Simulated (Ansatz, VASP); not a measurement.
# PtS2: VASP beside Ansatz

Aim: how closely do two programs agree when they are given the same cell, functional and k mesh? The two relaxations start from unlike cells of this crystal (the structure described is Ansatz's start), so only their ends are compared.

Main program and level: Ansatz 0.2.0; plane waves, with VASP 6.6.1 beside it; relaxation of cell and atoms at PBE.

### 1. Set-up

The structure is trigonal, space group P-3m1 (No. 164). Conventional cell: a = 3.543 Å, b = 3.543 Å, c = 5.039 Å, α = 90.00°, β = 90.00°, γ = 120.00°. Nearest to Pt lie 6 S at 2.34 Å. S has 3 Pt at 2.34 Å nearest. Farther neighbours and most contacts between anions are not listed.

### 2. Ansatz: relaxation of cell and atoms, PBE

Ansatz runs on its default PAW (the set named soft_2) files.

The relaxed volume is the usual yardstick between codes: in a stiff, nearly cubic crystal its relative difference is about their pressure difference at one cell divided by the bulk modulus.

input.yaml reads:

```yaml
crystal:
  lattice:
    - [3.5432, 0.0, 0.0]
    - [-1.7716, 3.0685012107, 0.0]
    - [0.0, 0.0, 5.0388]
  atoms:
    - { symbol: Pt, position: [0.0, 0.0, 0.0] }
    - { symbol: S, position: [0.3333333333, 0.6666666667, 0.227] }
    - { symbol: S, position: [0.6666666667, 0.3333333333, 0.773] }
kpoints:
  mp_grid: { grid: [9, 9, 6] }
hamiltonian:
  xc: pbe
scf:
  occupations: { method: gaussian, width: 0.02 }
output:
  forces: true
  stress: true
  eigenvalues: true
  write_density: true
  write_potential: true
  elf: true
  volumetric_format: npy
relax:
  adjacent_minimum: "off"
  f_tol: 0.005
  max_steps: 60
  cell: { stress_tol: 0.03 }
```

Launch:

```bash
ansatz run input.yaml --threads 4 --pin off --max-ram 8192MiB --backend cpu --events-out ev --progress --plain --runs-dir out
```

Numbers of over 12 decimals in the logs are rounded to 6 here.

The program printed:

```text
Engine: ansatz 0.2.0, aarch64-unknown-linux-gnu
Pseudopotentials: kind: paw
Pseudopotential: Pt, paw, valence charge 18, recommended cutoff 420 eV (normal), Pt.paw.azcp
Pseudopotential: S, paw, valence charge 6, recommended cutoff 420 eV (normal), S.paw.azcp
Functional definition: PBE
  parameter kappa = 0.804
  parameter beta = 0.066725
  exchange = pbe_x(kappa = kappa, mu = beta*pi^2/3)
  correlation = pbe_c(beta = beta)
Crystal: 3 atoms, lattice volume = 54.783 Å³
Basis set: ecut = 420 eV, 1043 PW (Γ), exchange–correlation on 48×48×72 points (8 copies of the dense FFT grid, shifted against one another)
Bands: 19, of which v1, the nominal top of the filled ones, is band 15 counted from 1 (14 counted from 0)
Symmetry: 12 space group operations
Space group: P-3m1 (ITA 164), of the structure as read, at distance tolerance 3.8e-5 Å
k-points: 62 of 486
Non-local potential: Pt, projectors of the file, l = 0: 3, l = 1: 2, l = 2: 2, l = 3: 1
Non-local potential: S, projectors of the file, l = 0: 2, l = 1: 2, l = 2: 2
PAW form: soft (Blöchl's): semilocal exchange-correlation on the pseudo side does not see the compensation charge
PAW one-centre angular grid: Pt, 590 points (default); XC on 64 Gauss nodes
PAW one-centre angular grid: S, 110 points (default); XC on 64 Gauss nodes
Initial density: superposition of atomic densities (neutral atoms: chi_scale 0, normalization atom), corrected by the library's trained network
Initial wavefunctions: pseudopotential atomic-orbital guess
Functional: x = pbe(κ = 0.804, μ = 0.219515), c = pbe(β = 0.066725)
SCF iter   1: F=—  HF=-14328.057990 eV  |F-HF|=—  |Δ(HF+E_count)|=         —  Δρ=3.33e-3  dr2=6.29e-3  ethr=1.77e-3  ⟨swp⟩=6.1  Hψ=6383  notcnv=0
preconditioner: auto → Resta (q_TF=auto, 2.468 Å⁻¹)  ε∞=6.6  [insulator: Δε(μ)=0.985 eV  Ē_g=9.972 eV  σ=0.020 eV  W_gap=1.00  n_scr=20 (ndim 8)  ℏωp=23.5 eV  f_vac=0.021  D(μ)=0.00/eV (n_scr^D=0)  ε∞_Penn≈6.6]
SCF iter   2: F=—  HF=-14328.057735 eV  |F-HF|=—  |Δ(HF+E_count)|=   2.55e-4  Δρ=1.76e-3  dr2=2.23e-3  ethr=2.10e-5  ⟨swp⟩=2.0  Hψ=2576  notcnv=0
SCF iter   3: F=—  HF=-14328.057725 eV  |F-HF|=—  |Δ(HF+E_count)|=   1.01e-5  Δρ=4.93e-4  dr2=1.52e-4  ethr=7.42e-6  ⟨swp⟩=2.0  Hψ=1997  notcnv=0
SCF iter   4: F=—  HF=-14328.057716 eV  |F-HF|=—  |Δ(HF+E_count)|=   8.67e-6  Δρ=1.98e-4  dr2=2.27e-5  ethr=5.08e-7  ⟨swp⟩=2.6  Hψ=1807  notcnv=0
SCF iter   5: F=—  HF=-14328.057739 eV  |F-HF|=—  |Δ(HF+E_count)|=   2.36e-5  Δρ=6.82e-5  dr2=4.22e-6  ethr=7.58e-8  ⟨swp⟩=2.0  Hψ=1732  notcnv=0
SCF iter   6: F=—  HF=-14328.057740 eV  |F-HF|=—  |Δ(HF+E_count)|=   9.49e-7  Δρ=2.87e-5  dr2=6.42e-7  ethr=1.41e-8  ⟨swp⟩=2.0  Hψ=1712  notcnv=0
SCF iter   7: F=-14328.057741 eV  HF=-14328.057741 eV  |F-HF|=1.61e-8  |Δ(HF+E_count)|=   1.82e-7  Δρ=3.64e-6  dr2=7.91e-9  ethr=3.33e-10  ⟨swp⟩=6.8  Hψ=7888  notcnv=0
SCF 1 converged in 7 iterations: F = -14328.057741 eV  dr2 = 7.91e-9
  greatest PAW one-centre occupation: 1.000 electrons in one spin orbital (limit 2), on the Pt atom at site 0 (counted from 0), in its partial waves of l = 0
relax step   1: F+E_penalty+E_count = -14328.05774062 eV  Δ(F+E_penalty+E_count) = +0.000e0 eV  max|allowed force component| = 1.257e0 eV/Å  Δτ_max = 0.0000 Å  P = +11.594 GPa  Ω = 54.783 Å³  (7 SCF iters, dr2 threshold 1.00e-7 eV, accepted)
[...]
relax step  15: F+E_penalty+E_count = -14328.25945865 eV  Δ(F+E_penalty+E_count) = +9.297e-6 eV  max|allowed force component| = 1.367e-2 eV/Å  Δτ_max = 0.0227 Å  P = +0.054 GPa  Ω = 71.686 Å³  energy of the carried Pulay correction = -4.023e-4 eV  (7 SCF iters, dr2 threshold 3.71e-9 eV, accepted)
[...]
relax step  16: F+E_penalty+E_count = -14328.25944111 eV  Δ(F+E_penalty+E_count) = +1.754e-5 eV  max|allowed force component| = 8.348e-4 eV/Å  Δτ_max = 0.0021 Å  P = +0.015 GPa  Ω = 71.898 Å³  energy of the carried Pulay correction = -4.428e-4 eV  (5 SCF iters, dr2 threshold 1.69e-8 eV, accepted)
[...]
relax step  17: F+E_penalty+E_count = -14328.25942662 eV  Δ(F+E_penalty+E_count) = +1.449e-5 eV  max|allowed force component| = 1.454e-4 eV/Å  Δτ_max = 0.0009 Å  P = -0.002 GPa  Ω = 71.977 Å³  energy of the carried Pulay correction = -4.584e-4 eV  (7 SCF iters, accepted)
[...]
relax step  18: F+E_penalty+E_count = -14328.25983687 eV  Δ(F+E_penalty+E_count) = -4.103e-4 eV  max|allowed force component| = 2.893e-4 eV/Å  Δτ_max = 0.0000 Å  P = -0.011 GPa  Ω = 71.977 Å³  stress off target by 1.42e-2 GPa  SCF on the basis re-selected at this cell (its energy is not comparable with the rows above)  (6 SCF iters)
basis re-selected at this cell: Δ(F+E_penalty+E_count) = -4.103e-4 eV, ΔP = -0.009 GPa vs the last step (what re-selecting the basis moved, of the pressure what is left beyond the Pulay correction that the steps carried, after the strain that the cell walked since its last selection, with what the two solves' SCF thresholds leave and, on support functions, any second-order correction that the steps lacked; it is no m [...]
SCF converged after 6 iterations
Free energy (F): -14328.259837 eV
Harris-Foulkes:  -14328.259837 eV  (|F-HF|=3.64e-12)
Internal energy: -14328.259837 eV  (E = F + TS)
E sigma→0 (E₀):  -14328.259837 eV
Fermi energy:    7.047423 eV
--- Per-component energies (eV) ---
  E_band       = -430.848312
  E_kinetic    = 848.587637
  E_local      = -4336.255301  (includes V_loc(G=0)·N_el)
  E_nonlocal   = 255.099293
  E_hartree    = 1787.964211
  E_xc         = -455.228121
  E_vxc        = -476.669032  (∫ρ·V_xc dr)
  E_paw        = -10653.780695  (= ΣΔE_a)
  E_vpaw       = -297.539550  (= ΣTr[D̂ρ^β])
  E_aug_tail   = 0.000192  (compensation charges beyond the density's cutoff)
  E_ewald      = -1774.647052
  E_smearing   = -0.000000  (= −TS)
  E_closure    = -0.000000  (closes the sum)
  Σ components = -14328.259837   (vs F -14328.259837, Δ=0.00e0)
--- Forces (eV/Å), atoms counted from 1 ---
  atom   1  Pt    -0.00000000    -0.00000000     0.00000000
  atom   2  S      0.00000000     0.00000000    -0.00028927
  atom   3  S     -0.00000000    -0.00000000     0.00028927
  max |Σ_I F_I| component: 5.42e-20 eV/Å
--- Stress (GPa, compression-positive) ---
       -0.014232      -0.000000       0.000000
        0.000000      -0.014232       0.000000
        0.000000       0.000000      -0.003746
  P = ⅓ Tr σ = -0.0107 GPa (-0.107 kbar)
--- Band table (eV; the first three rows and the last of 62) ---
  k-point 0: bands = [... 11 lower, 5.2759, 5.8819, 5.8942, 5.8942, 9.3510, 9.3510, 11.5967, 12.2179]
  k-point 1: bands = [... 11 lower, 5.2643, 5.7815, 5.8913, 5.8913, 9.3596, 9.3596, 11.7903, 12.2812]
  k-point 2: bands = [... 11 lower, 5.2227, 5.6044, 5.8854, 5.8854, 9.3768, 9.3768, 12.0808, 12.6327]
  k-point 61: bands = [... 11 lower, 3.7293, 3.9109, 5.4196, 5.4196, 8.4472, 8.4472, 13.3015, 14.6042]
--- Relaxed structure (15 steps of the walk, 15 accepted, 3 SCFs on fresh bases) ---
  F+E_penalty+E_count = -14328.25983687 eV   max|allowed force component| = 2.893e-4 eV/Å   (the final SCF, on the basis selected at the relaxed cell)
  cell:  # Å, volume = 71.9768 Å³
    - [3.576859, 0, -7.834209650303022e-17]
    - [-1.788430, 3.097651, 3.917104825151492e-17]
    - [-1.1141063328594562e-16, 0, 6.496180]
  atoms:
    - { symbol: Pt, position: [0, 0, 2.2951542377507965e-19] }
    - { symbol: S, position: [0.333333, 0.666667, 0.188956] }
    - { symbol: S, position: [0.666667, 0.333333, 0.811044] }
```

### 3. VASP: relaxation of cell and atoms, PBE

Its own start cell and the same functional, mesh and smearing now go to VASP, with its own data sets.

Lines of VASP's logs that name or quote its potential files are left out, and so is its time.

INCAR reads:

```
SYSTEM = PtS2
PREC = Accurate
ENCUT = 500
EDIFF = 1E-07
NELM = 120
ISMEAR = 0
SIGMA = 0.02
LREAL = .FALSE.
ALGO = Normal
GGA = PE
NBANDS = 17
LASPH = .TRUE.
LORBIT = 11
LWAVE = .FALSE.
LCHARG = .FALSE.
ISIF = 3
IBRION = 2
NSW = 80
EDIFFG = -0.005
GGA_COMPAT = .FALSE.
NELMIN = 4
EFERMI = MIDGAP
```

POSCAR reads:

```
PtS2
1.0
    3.5731769765      0.0000000000      0.0000000000
   -1.7865884883      3.0944618186      0.0000000000
    0.0000000000      0.0000000000      6.1712343947
Pt S
1 2
Direct
    0.0000000000      0.0000000000      0.0000000000
    0.3333332790      0.6666665580      0.1986945503
    0.6666667210      0.3333334420      0.8013054497
```

KPOINTS reads:

```
Automatic mesh
0
Gamma
9 9 6
0 0 0
```

PAW data sets: Pt and S (PBE family, release 64).

Launch:

```bash
mpirun -np 1 vasp_std
```

The program printed:

```text
[banner, memory and clock lines left out]
running    1 mpi-ranks, on    1 nodes
 distrk:  each k-point on    1 cores,    1 groups
 distr:  one band on    1 cores,    1 groups

 POSCAR found type information on POSCAR PtS
 POSCAR found :  2 types and       3 ions
 LDA part: xc-table for (Slater+PW92), standard interpolation
 POSCAR, INCAR and KPOINTS ok, starting setup
 FFT: planning ... GRIDC
 FFT: planning ... GRID_SOFT
 FFT: planning ... GRID
 WAVECAR not read
 entering main loop
       N       E                     dE             d eps       ncg     rms          rms(c)
DAV:   1     0.115361364839E+03    0.11536E+03   -0.99447E+03  2140   0.109E+03
DAV:   2    -0.109693079746E+02   -0.12633E+03   -0.12244E+03  2656   0.219E+02
DAV:   3    -0.167674602192E+02   -0.57982E+01   -0.57621E+01  2769   0.501E+01
DAV:   4    -0.168414864780E+02   -0.74026E-01   -0.73995E-01  2768   0.603E+00
DAV:   5    -0.168432009866E+02   -0.17145E-02   -0.17143E-02  2868   0.875E-01    0.172E+01
DAV:   6    -0.157337332266E+02    0.11095E+01   -0.70269E+00  2151   0.258E+01    0.112E+01
DAV:   7    -0.154829053311E+02    0.25083E+00   -0.13563E+00  2159   0.120E+01    0.548E+00
DAV:   8    -0.154684003382E+02    0.14505E-01   -0.82842E-02  2510   0.201E+00    0.114E+00
DAV:   9    -0.154638676965E+02    0.45326E-02   -0.13076E-02  2566   0.119E+00    0.257E-01
DAV:  10    -0.154641330018E+02   -0.26531E-03   -0.20488E-03  2669   0.291E-01    0.100E-01
DAV:  11    -0.154641989369E+02   -0.65935E-04   -0.94555E-05  2522   0.862E-02    0.461E-02
DAV:  12    -0.154641999091E+02   -0.97224E-06   -0.16094E-05  2612   0.388E-02    0.114E-02
DAV:  13    -0.154642013880E+02   -0.14789E-05   -0.19949E-06  2563   0.101E-02    0.409E-03
DAV:  14    -0.154642016899E+02   -0.30189E-06   -0.27646E-07  2546   0.405E-03    0.689E-04
DAV:  15    -0.154642016976E+02   -0.77259E-08   -0.19757E-08  1983   0.106E-03
   1 F= -.15464202E+02 E0= -.15464202E+02  d E =-.154642E+02
[... from here on, the cycles between the ionic steps are left out ...]
   2 F= -.15464206E+02 E0= -.15464206E+02  d E =-.421841E-05
   3 F= -.15464206E+02 E0= -.15464206E+02  d E =-.456941E-05
   4 F= -.15464208E+02 E0= -.15464208E+02  d E =-.183656E-05
   5 F= -.15464213E+02 E0= -.15464213E+02  d E =-.698415E-05
   6 F= -.15464223E+02 E0= -.15464223E+02  d E =-.169901E-04
   7 F= -.15464243E+02 E0= -.15464243E+02  d E =-.364162E-04
   8 F= -.15464279E+02 E0= -.15464279E+02  d E =-.722811E-04
   9 F= -.15464338E+02 E0= -.15464338E+02  d E =-.131880E-03
  10 F= -.15464428E+02 E0= -.15464428E+02  d E =-.221843E-03
  11 F= -.15464445E+02 E0= -.15464445E+02  d E =-.170862E-04
  12 F= -.15464451E+02 E0= -.15464451E+02  d E =-.227860E-04
  13 F= -.15464451E+02 E0= -.15464451E+02  d E =-.227398E-04
 curvature:  -1.16 expect dE=-0.167E-04 dE for cont linesearch -0.479E-09
 trial: gam= 0.31691 g(F)=  0.127E-05 g(S)=  0.131E-04 ort = 0.392E-06 (trialstep = 0.749E+00)
 search vector abs. value=  0.521E-04
 bond charge predicted
       N       E                     dE             d eps       ncg     rms          rms(c)
DAV:   1    -0.154644918152E+02   -0.40940E-04   -0.18953E-03  2111   0.290E-01    0.454E-02
DAV:   2    -0.154644666312E+02    0.25184E-04   -0.19467E-04  2423   0.131E-01    0.252E-02
DAV:   3    -0.154644618360E+02    0.47952E-05   -0.95010E-06  2560   0.304E-02    0.103E-02
DAV:   4    -0.154644602612E+02    0.15748E-05   -0.98258E-06  2189   0.169E-02    0.515E-03
DAV:   5    -0.154644600512E+02    0.20994E-06   -0.27693E-07  2534   0.327E-03    0.346E-03
DAV:   6    -0.154644598276E+02    0.22360E-06   -0.33898E-08  1471   0.166E-03    0.126E-03
DAV:   7    -0.154644596456E+02    0.18208E-06   -0.11668E-08  1145   0.104E-03    0.365E-04
DAV:   8    -0.154644596563E+02   -0.10771E-07   -0.18432E-09  1109   0.347E-04
  14 F= -.15464460E+02 E0= -.15464460E+02  d E =-.880670E-05
 trial-energy change:   -0.000009  1 .order   -0.000009   -0.000011   -0.000007
 step:   1.9397(harm=  1.9397)  dis= 0.00196  next Energy=   -15.464465 (dE=-0.140E-04)
 reached required accuracy - stopping structural energy minimisation
```

Parts of OUTCAR (step 3):

```text
ion  position               nearest neighbor table
   1  0.000  0.000  0.000-   2 2.40   3 2.40   3 2.40   2 2.40   2 2.40   3 2.40
   2  0.333  0.667  0.199-   1 2.40   1 2.40   1 2.40
   3  0.667  0.333  0.801-   1 2.40   1 2.40   1 2.40

  LATTYP: Found a hexagonal cell.
 ALAT       =     3.5731769765
 C/A-ratio  =     1.7271001227

 Subroutine GETGRP returns: Found 12 space group operations
 (whereof 12 operations were pure point group operations)

The static configuration has the point symmetry D_3d.

 Found     62 irreducible k-points:

   k-points           NKPTS =     62   k-points in BZ     NKDIM =     62   number of bands    NBANDS=     17

   dimension x,y,z NGX =    28 NGY =   28 NGZ =   48
   dimension x,y,z NGXF=    56 NGYF=   56 NGZF=   96

   ENCUT  =  500.0 eV  36.75 Ry    6.06 a.u.   6.51  6.51 11.25*2*pi/ulx,y,z

   NELECT =      22.0000    total number of electrons

 k-points in reciprocal lattice and weights: Automatic mesh
   0.00000000  0.00000000  0.00000000       0.002
   0.11111111  0.00000000  0.00000000       0.012
   0.22222222  0.00000000  0.00000000       0.012
   0.33333333  0.00000000  0.00000000       0.012
   0.44444444  0.00000000  0.00000000       0.012
   0.11111111  0.11111111  0.00000000       0.012
   0.22222222  0.11111111  0.00000000       0.025
   0.33333333  0.11111111  0.00000000       0.025
   0.44444444  0.11111111  0.00000000       0.012
[...]
0.33333333  0.22222222  0.50000000       0.025
   0.33333333  0.33333333  0.50000000       0.004

 average (electrostatic) potential at core
       1 -70.8552       2 -87.8670       3 -87.8670

 E-fermi :   4.2201

 k-point     1 :       0.0000    0.0000    0.0000
  band No.  band energies     occupation
    ...
      7       0.4814      2.00000
      8       2.3822      2.00000
      9       3.0539      2.00000
     10       3.0539      2.00000
     11       3.1337      2.00000
     12       6.4982      0.00000
     13       6.4982      0.00000
     14       8.8564      0.00000
     15       9.3785      0.00000
     16      12.1793      0.00000
    ...

 k-point     2 :       0.1111    0.0000    0.0000
  band No.  band energies     occupation
    ...
      7       0.3630      2.00000
      8       1.9010      2.00000
      9       3.1087      2.00000
     10       3.1453      2.00000
     11       3.3077      2.00000
     12       5.8574      0.00000
     13       6.3224      0.00000
     14       9.4053      0.00000
     15      10.0461      0.00000
     16      11.5884      0.00000
    ...

 k-point     3 :       0.2222    0.0000    0.0000
  band No.  band energies     occupation
    ...
      7       0.1965      2.00000
      8       1.3711      2.00000
      9       2.9940      2.00000
     10       2.9978      2.00000
     11       3.3336      2.00000
     12       5.2211      0.00000
     13       6.1224      0.00000
     14       9.9011      0.00000
     15      10.5187      0.00000
     16      11.8843      0.00000
    ...

  Total        0.0142028      0.0142028      0.0044472     -0.0000000      0.0000000      0.0000000
  in kB        0.3286954      0.3286953      0.1029215     -0.0000000      0.0000000      0.0000000
  external PRESSURE =       0.2534374 kB  Pullay stress =       0.0000000 kB

  energy-cutoff  :      500.00
  volume of cell :       69.23
      direct lattice vectors                 reciprocal lattice vectors
     3.572238184  0.000000000 -0.000000000     0.279936541  0.161621448  0.000000000
    -1.786119092  3.093648801  0.000000000    -0.000000000  0.323242897 -0.000000000
    -0.000000000  0.000000000  6.264382484     0.000000000 -0.000000000  0.159632654

 POSITION                                       TOTAL-FORCE (eV/Angst)
 -----------------------------------------------------------------------------------
      0.00000      0.00000      0.00000         0.000000      0.000000      0.000000
     -0.00000      2.06243      1.22675         0.000000     -0.000000     -0.001117
      1.78612      1.03122      5.03763        -0.000000      0.000000      0.001117
 -----------------------------------------------------------------------------------
    total drift:                               -0.000000     -0.000000      0.000000

  FREE ENERGIE OF THE ION-ELECTRON SYSTEM (eV)
  ---------------------------------------------------
  free  energy   TOTEN  =       -15.4644596563 eV

  energy  without entropy=      -15.4644596563  energy(sigma->0) =      -15.46445966

 reached required accuracy - stopping structural energy minimisation

 total charge
# of ion       s       p       d       tot
------------------------------------------
    1        0.688   0.766   7.958   9.412
    2        1.359   2.274   0.000   3.633
    3        1.359   2.274   0.000   3.633
--------------------------------------------------
tot          3.406   5.314   7.958  16.678

[... 3 further parts left out ...]
```

### 4. Differences

Known differences besides the potentials themselves: the data sets hold 30 valence electrons in Ansatz (on its default PAW (the set named soft_2) files) and 22 in VASP; the cutoff is 420 eV in Ansatz and 500 eV in VASP; Ansatz adds a Pulay correction to the stress that steers its cell, VASP none. Total energies have different zeros and are not compared.

The two programs side by side:

| quantity | Ansatz | VASP | difference |
| --- | --- | --- | --- |
| volume (Å³) | 71.98 | 69.23 | +3.97 % |
| edge a after relaxation, in the typed setting (Å) | 3.577 | 3.572 | +0.13 % |
| edge c after relaxation, in the typed setting (Å) | 6.496 | 6.264 | +3.70 % |

### 5. What came out

```yaml
difference_in_volume_relaxation_of_cell_and_atoms_pbe: 4.0 %
```

**Reading.** The difference in volume is 4.0 % (relaxation of cell and atoms, PBE), beyond the 1.2 % picked in this series as the mark of a large difference, as far as the stopping tolerances let one tell. The data sets hold unlike numbers of valence electrons (30 in Ansatz and 22 in VASP), so part of the differences comes from the potentials. What causes the difference of the relaxation of cell and atoms, PBE pair stays open here. How closely two codes agree says nothing of how well the functional describes the real material.

[Lines on the potential files, build, host, timing and source positions are cut from VASP's logs without a mark.]

[Logs are printed without paths, hosts, clocks, repeated set-up lines and the standing remarks that a program may print on its own settings, such as how far it seeks lower states.]

[Hosts, paths, dates, database ids (printed as entryN), source tags and the programs' standing remarks are cut or masked in the printed files.]
